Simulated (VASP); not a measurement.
Energy against volume of KZnF$_{3}$ (cubic perovskite). Level of theory: revTPSS meta-GGA, VASP's PBE PAW potentials (set 64) (plane waves; VASP). Settings: 520 eV cut-off, 6×6×6 Γ-centred mesh, Gaussian smearing of 0.050 eV, potentials K_sv Zn F.

| V (Å³/atom) | E (eV/atom) |
|---|---|
| 12.685 | -4.10733 |
| 13.090 | -4.12129 |
| 13.495 | -4.12814 |
| 13.899 | -4.12860 |

Question: Fit these four points and predict the energy of the run at 14.304 Å³/atom.

Answer: A cubic in V^(−2/3), the third-order Birch-Murnaghan form, passes through the four points with V0 = 13.73 Å³/atom and B0 = 81 GPa, and gives -4.1233 eV/atom there. The run gave -4.1241 eV/atom, -0.8 meV/atom from the fit; all five points give B0 = 74 GPa.

The compound is KZnF3 in the cubic perovskite structure. It was relaxed first.
